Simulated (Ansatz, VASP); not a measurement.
# SbAs in two plane-wave programs, part 2 of 2

Wanted: the spread between two codes on one cell, functional and k mesh. The cell is generated by rule, not measured, and may not be a known phase. The cell is taken from a series of runs on this material, whose earlier steps may have relaxed, scaled, displaced or heated it; both programs get it as it stands.

VASP 6.6.1 and Ansatz 0.2.0.

So far. Step 5 (VASP: single point, LDA, pair 2): The run ends at a pressure of 0.53 GPa, with forces up to 0.16 eV/Å. Step 6 (Ansatz: single point, LDA, pair 2): The run ends at a pressure of 0.33 GPa, with forces up to 0.18 eV/Å.

The structure was built from a prototype and need not be the compound's stable phase.

## 7. Differences

What differs besides the data sets and the points named for the pairs above, as far as they apply: the data sets hold 60 valence electrons in Ansatz (on its default PAW (the set named soft_2) files) and 20 in VASP. Total energies have different zeros and are not compared.

Both answers:

```csv
quantity,Ansatz,VASP,difference
pressure (GPa),0.33,0.53,-0.19
```

Forces (eV/Å; atoms numbered as in POSCAR):

```csv
atom,"Ansatz x, y, z","VASP x, y, z"
Sb1,"0.000, 0.000, 0.182","0.000, 0.000, 0.160"
Sb2,"0.000, 0.000, 0.182","0.000, 0.000, 0.160"
As3,"0.000, 0.000, -0.182","0.000, 0.000, -0.160"
As4,"0.000, 0.000, -0.182","0.000, 0.000, -0.160"
```

The forces differ by 13 meV/Å r.m.s., which is 14.1 % of the r.m.s. force of 0.092 eV/Å (both taken over all components).

## 8. What the set-up changes

Further runs change the set-up of one program: Ansatz's method, potentials or start, or VASP's data sets, cutoff or form of LDA. The table gives Ansatz less VASP for each quantity, since a change that brings one quantity closer may part another.

```csv
run,r.m.s. force difference (meV/Å),pressure (GPa)
as above,13,-0.19
VASP with the data sets Sb_d_GW and As_d and a cutoff of 600 eV,2.8,-0.028
```

## 9. VASP: single point, LDA, pair 3

With cell and atoms fixed, the geometry can't cause a difference; cores, projectors, grids and the points listed under the comparison can.

Contents of INCAR:

```
SYSTEM = SbAs
PREC = Accurate
ENCUT = 500
EDIFF = 1E-06
NELM = 120
ISMEAR = 1
SIGMA = 0.2
LREAL = .FALSE.
ALGO = Normal
GGA = PW92
NBANDS = 16
LORBIT = 11
LWAVE = .FALSE.
LCHARG = .FALSE.
ISIF = 2
LASPH = .TRUE.
GGA_COMPAT = .FALSE.
KPAR = 2
```

Contents of POSCAR:

```
SbAs
1.0
    4.8143036723      0.0000000000      0.0000000000
   -2.4071518361      4.1693092817      0.0000000000
    0.0000000000      0.0000000000      5.7732547121
Sb As
2 2
Direct
    0.3333333334      0.6666666668      0.2734479207
    0.6666666668      0.3333333334      0.7734479207
    0.6666666668      0.3333333334      0.2118932455
    0.3333333334      0.6666666668      0.7118932455
```

Contents of KPOINTS:

```
Automatic mesh
0
Gamma
12 12 6
0 0 0
```

PAW data sets: Sb and As (LDA family, release 64).

Started as:

```sh
$ mpirun -np 2 vasp_std
```

Numbers of over 12 decimals in the logs are rounded to 6 here.

The program printed:

```text
[... set-up lines as in an earlier step ...]
 entering main loop
       N       E                     dE             d eps       ncg     rms          rms(c)
DAV:   1     0.934299828829E+02    0.93430E+02   -0.70394E+03  2432   0.972E+02
DAV:   2    -0.123491203520E+02   -0.10578E+03   -0.10255E+03  3328   0.162E+02
DAV:   3    -0.196140062282E+02   -0.72649E+01   -0.72205E+01  3272   0.490E+01
DAV:   4    -0.197022784137E+02   -0.88272E-01   -0.88225E-01  2856   0.630E+00
[...]
DAV:  10    -0.194585542122E+02   -0.84061E-06   -0.68709E-05  2912   0.482E-02    0.332E-02
DAV:  11    -0.194585635016E+02   -0.92894E-05   -0.27602E-05  3008   0.246E-02    0.726E-03
DAV:  12    -0.194585625731E+02    0.92851E-06   -0.39564E-06  2856   0.114E-02
   1 F= -.19458563E+02 E0= -.19457851E+02  d E =-.213597E-02
```

Parts of OUTCAR (step 9):

```text
  Total        0.5007691      0.5007691      5.6889736      0.0000000     -0.0000000      0.0000000
  in kB        6.9235649      6.9235649     78.6549735      0.0000000     -0.0000000      0.0000000
  external PRESSURE =      30.8340344 kB  Pullay stress =       0.0000000 kB

 POSITION                                       TOTAL-FORCE (eV/Angst)
 -----------------------------------------------------------------------------------
      0.00000      2.77954      1.57868         0.000000     -0.000000     -0.835940
      2.40715      1.38977      4.46531         0.000000      0.000000     -0.835940
      2.40715      1.38977      1.22331        -0.000000      0.000000      0.835940
      0.00000      2.77954      4.10994         0.000000     -0.000000      0.835940
 -----------------------------------------------------------------------------------
    total drift:                                0.000000     -0.000000     -0.000462

  FREE ENERGIE OF THE ION-ELECTRON SYSTEM (eV)
  ---------------------------------------------------
  free  energy   TOTEN  =       -19.4585625731 eV

  energy  without entropy=      -19.4564266012  energy(sigma->0) =      -19.45785058

[... 2 parts as in an earlier step ...]

[... 1 further part left out ...]
[key lines of the parts left out:]
E-fermi :   5.3076
```

The run ends at a pressure of 3.08 GPa, with forces up to 0.84 eV/Å.

## 10. Ansatz: single point, LDA, pair 3

The same cell, functional (in two slightly different forms), mesh and smearing now go to Ansatz, which takes its cutoff from its data sets.

The cell is taken from a series of runs on this material, whose earlier steps may have relaxed, scaled, displaced or heated it; both programs get it as it stands.

Contents of input.yaml:

```yaml
crystal:
  lattice:
    - [4.8143036723, 0.0, 0.0]
    - [-2.4071518361, 4.1693092817, 0.0]
    - [0.0, 0.0, 5.7732547121]
  atoms:
    - { symbol: Sb, position: [0.3333333333, 0.6666666667, 0.2734479207] }
    - { symbol: Sb, position: [0.6666666667, 0.3333333333, 0.7734479207] }
    - { symbol: As, position: [0.6666666667, 0.3333333333, 0.2118932455] }
    - { symbol: As, position: [0.3333333333, 0.6666666667, 0.7118932455] }
kpoints:
  mp_grid: { grid: [12, 12, 6] }
hamiltonian:
  xc: lda
scf:
  occupations: { method: methfessel_paxton, width: 0.2 }
output:
  forces: true
  stress: true
  eigenvalues: true
```

Started as:

```sh
$ ansatz run input.yaml --threads 4 --pin off --max-ram 7168MiB --backend cpu --events-out ev --progress --plain --runs-dir out
```

The program printed:

```text
[...]
Crystal: 4 atoms, lattice volume = 115.883 Å³
Basis set: ecut = 420 eV, 2239 PW (Γ)
Bands: 36, of which v1, the nominal top of the filled ones, is band 30 counted from 1 (29 counted from 0)
Symmetry: 12 space group operations
[...]
k-points: 76 of 864 (time reversal used)
[...]
k-point 0: bands = [... 26 lower, 4.2612, 6.0063, 6.6218, 6.6218, 8.1716, 8.1716, 11.0083, 11.0083, ... 2 higher]
  k-point 1: bands = [... 26 lower, 4.3699, 6.3590, 6.3590, 6.7409, 8.3306, 8.3306, 10.6825, 10.6825, ... 2 higher]
  k-point 2: bands = [... 26 lower, 4.8612, 5.7876, 5.7876, 7.6879, 8.7272, 8.7272, 9.9975, 9.9975, ... 2 higher]
  k-point 75: bands = [... 26 lower, 6.5973, 6.5973, 8.4290, 8.4290, 9.3988, 9.3988, 9.9826, 9.9826, ... 2 higher]
[key lines of the parts left out:]
SCF converged after 6 iterations
Free energy (F): -22218.053564 eV
Fermi energy:    8.517211 eV
P = ⅓ Tr σ = 2.7619 GPa (27.619 kbar)
```

The run ends at a pressure of 2.76 GPa, with forces up to 0.76 eV/Å.

## 11. Comparison

What differs besides the data sets and the points named for the pairs above, as far as they apply: the data sets hold 60 valence electrons in Ansatz (on its default PAW (the set named soft_2) files) and 20 in VASP. Total energies have different zeros and are not compared.

Both answers:

```csv
quantity,Ansatz,VASP,difference
pressure (GPa),2.76,3.08,-0.32
```

Forces (eV/Å; atoms numbered as in POSCAR):

```csv
atom,"Ansatz x, y, z","VASP x, y, z"
Sb1,"0.000, 0.000, -0.760","0.000, 0.000, -0.836"
Sb2,"0.000, 0.000, -0.760","0.000, 0.000, -0.836"
As3,"0.000, 0.000, 0.760","0.000, 0.000, 0.836"
As4,"0.000, 0.000, 0.760","0.000, 0.000, 0.836"
```

The forces differ by 44 meV/Å r.m.s., which is 9.1 % of the r.m.s. force of 0.483 eV/Å (both taken over all components).

## 12. Results

```json
{
  "r.m.s. force difference (single point, LDA, pair 1)": "6.4 meV/Å",
  "r.m.s. force difference (single point, LDA, pair 2)": "13 meV/Å",
  "r.m.s. force difference (single point, LDA, pair 3)": "9.1 % of the r.m.s. force"
}
```

In words: The r.m.s. force difference is 9.1 % of the r.m.s. force (single point, LDA, pair 3), beyond the 3 % picked in this series as the mark of a large difference. The data sets hold unlike numbers of valence electrons (60 in Ansatz and 20 in VASP), so part of the differences comes from the potentials. Single point, LDA, pair 2, VASP with the data sets Sb_d_GW and As_d and a cutoff of 600 eV: r.m.s. force difference goes from 13 to 2.8 meV/Å; the difference in pressure goes from -0.19 to -0.028 GPa. What causes the difference of the single point, LDA, pair 3 pair stays open here. 5 further runs of this series are not shown here. How closely two codes agree says nothing of how well the functional describes the real material.

[Lines on the potential files, build, host, timing and source positions are cut from VASP's logs without a mark.]

[Logs are printed without paths, hosts, clocks, repeated set-up lines and the standing remarks that a program may print on its own settings, such as how far it seeks lower states.]

[Hosts, paths, dates, database ids (printed as entryN), source tags and the programs' standing remarks are cut or masked in the printed files.]
